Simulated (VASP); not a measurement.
Output of a VASP run:

**OSZICAR**
```
...
DAV:   5    -0.188185398209E+02   -0.13939E-02   -0.13938E-02   424   0.933E-01    0.530E+00
DAV:   6    -0.179417180808E+02    0.87682E+00   -0.18386E+00   368   0.701E+00    0.406E+00
DAV:   7    -0.178631343189E+02    0.78584E-01   -0.35518E-01   424   0.314E+00    0.275E+00
DAV:   8    -0.178684050618E+02   -0.52707E-02   -0.19384E-02   400   0.116E+00    0.904E-01
DAV:   9    -0.178677399822E+02    0.66508E-03   -0.13764E-03   420   0.287E-01    0.206E-01
DAV:  10    -0.178681291568E+02   -0.38917E-03   -0.43935E-04   388   0.147E-01    0.275E-02
DAV:  11    -0.178681501894E+02   -0.21033E-04   -0.18688E-05   420   0.307E-02    0.278E-02
DAV:  12    -0.178681505238E+02   -0.33441E-06   -0.31645E-06   404   0.102E-02
   1 F= -.17868151E+02 E0= -.17868151E+02  d E =-.178682E+02
       N       E                     dE             d eps       ncg     rms          rms(c)
DAV:   1    -0.178693803752E+02   -0.12302E-02   -0.25095E-02   352   0.103E+00    0.126E-01
DAV:   2    -0.178689911928E+02    0.38918E-03   -0.14971E-03   392   0.284E-01    0.642E-02
DAV:   3    -0.178689010521E+02    0.90141E-04   -0.20547E-04   392   0.866E-02    0.289E-02
DAV:   4    -0.178688922200E+02    0.88321E-05   -0.71214E-06   412   0.196E-02    0.222E-02
DAV:   5    -0.178688858675E+02    0.63525E-05   -0.74677E-06   404   0.181E-02    0.506E-03
DAV:   6    -0.178688856658E+02    0.20168E-06   -0.57646E-07   220   0.566E-03
   2 F= -.17868886E+02 E0= -.17868886E+02  d E =-.735142E-03
       N       E                     dE             d eps       ncg     rms          rms(c)
DAV:   1    -0.178709378604E+02   -0.20520E-02   -0.77476E-02   352   0.181E+00    0.221E-01
DAV:   2    -0.178697369200E+02    0.12009E-02   -0.46013E-03   384   0.498E-01    0.113E-01
DAV:   3    -0.178694633529E+02    0.27357E-03   -0.63344E-04   392   0.152E-01    0.502E-02
DAV:   4    -0.178694381999E+02    0.25153E-04   -0.21966E-05   412   0.344E-02    0.383E-02
DAV:   5    -0.178694216171E+02    0.16583E-04   -0.22783E-05   404   0.316E-02    0.890E-03
DAV:   6    -0.178694213730E+02    0.24412E-06   -0.19371E-06   284   0.987E-03
   3 F= -.17869421E+02 E0= -.17869421E+02  d E =-.127085E-02
       N       E                     dE             d eps       ncg     rms          rms(c)
DAV:   1    -0.178700884927E+02   -0.66688E-03   -0.14019E-02   348   0.763E-01    0.839E-02
DAV:   2    -0.178699639136E+02    0.12458E-03   -0.73453E-04   416   0.202E-01    0.392E-02
DAV:   3    -0.178699190756E+02    0.44838E-04   -0.68469E-05   392   0.541E-02    0.191E-02
DAV:   4    -0.178699120374E+02    0.70382E-05   -0.81612E-06   472   0.205E-02    0.119E-02
DAV:   5    -0.178699112085E+02    0.82890E-06   -0.36018E-06   368   0.128E-02
   4 F= -.17869911E+02 E0= -.17869911E+02  d E =-.489835E-03
       N       E                     dE             d eps       ncg     rms          rms(c)
DAV:   1    -0.178723624804E+02   -0.24504E-02   -0.12658E-01   344   0.229E+00    0.254E-01
DAV:   2    -0.178712472434E+02    0.11152E-02   -0.66095E-03   416   0.608E-01    0.116E-01
DAV:   3    -0.178708443937E+02    0.40285E-03   -0.60596E-04   384   0.161E-01    0.584E-02
DAV:   4    -0.178707757791E+02    0.68615E-04   -0.75150E-05   472   0.622E-02    0.362E-02
DAV:   5    -0.178707646813E+02    0.11098E-04   -0.32074E-05   396   0.382E-02    0.624E-03
DAV:   6    -0.178707649060E+02   -0.22469E-06   -0.28689E-06   300   0.117E-02
   5 F= -.17870765E+02 E0= -.17870765E+02  d E =-.134353E-02
```

**OUTCAR**
```
------------------------ aborting loop because EDIFF is reached ----------------------------------------
  FORCE on cell =-STRESS in cart. coord.  units (eV):
  Direction    XX          YY          ZZ          XY          YZ          ZX
  --------------------------------------------------------------------------------------
  Total       -0.0110054     -0.0110054     -0.0500283      0.0000000      0.0000000      0.0000000
  in kB       -0.1955671     -0.1955671     -0.8890042      0.0000000      0.0000000      0.0000000
  external PRESSURE =      -0.4267128 kB  Pullay stress =       0.0000000 kB
  volume of cell :       90.16
      direct lattice vectors                 reciprocal lattice vectors
     4.022514035  0.000000000  0.000000000     0.248600749  0.143529706  0.000000000
    -2.011257017  3.483599410  0.000000000     0.000000000  0.287059413  0.000000000
     0.000000000  0.000000000  6.434229409     0.000000000  0.000000000  0.155418767
 POSITION                                       TOTAL-FORCE (eV/Angst)
 -----------------------------------------------------------------------------------
     -0.00000      2.32240      6.41460         0.000000     -0.000000     -0.007554
      2.01126      1.16120      3.19748         0.000000      0.000000     -0.007554
     -0.00000      2.32240      2.43247        -0.000000      0.000000      0.007554
      2.01126      1.16120      5.64958         0.000000      0.000000      0.007554
 -----------------------------------------------------------------------------------
    total drift:                               -0.000982      0.000567      0.000466
  FREE ENERGIE OF THE ION-ELECTRON SYSTEM (eV)
  ---------------------------------------------------
  free  energy   TOTEN  =       -17.8707649060 eV

  energy  without entropy=      -17.8707649060  energy(sigma->0) =      -17.87076491

 reached required accuracy - stopping structural energy minimisation
```
(Selected blocks of OUTCAR.)

POSCAR:
```
MgS
1
    4.0012102990    -0.0000000000    -0.0000000000
   -2.0006051495     3.4651498324     0.0000000000
    0.0000000000     0.0000000000     6.4891552200
Mg S
2 2
Direct
  0.3333330000   0.6666670000   0.9991007767
  0.6666670000   0.3333330000   0.4991007767
  0.3333330000   0.6666670000   0.3758992233
  0.6666670000   0.3333330000   0.8758992233
```

Task: Reconstruct the remaining input files.

Result: One answer among several that fit: the input of the run itself, PBEsol GGA, plane waves, VASP's PBE PAW potentials (set 64).

INCAR:
```
# general
SYSTEM  =  MgS
PREC    =  Accurate
ENCUT   =  400
LREAL   =  F
LASPH   =  T

# electronic loop
EDIFF   =  1E-6
NELM    =  100
ALGO    =  Normal

# smearing
ISMEAR  =  0
SIGMA   =  0.05

# functional
GGA     =  PS

# ions
IBRION  =  2
NSW     =  60
ISIF    =  3
EDIFFG  =  -0.02

# output
LWAVE   =  F
LCHARG  =  F
```

File KPOINTS:
```
kpoints
0
Gamma
6 6 3
```

POTCAR, in this order: Mg S (PBE.64 set). Program: vasp_std.

The structure was generated: MgS was put into the wurtzite type (P6_3mc), which need not be its known phase. This run relaxes it. Symmetry was kept, so distortions that lower it aren't found. The start is the result of an earlier pass.
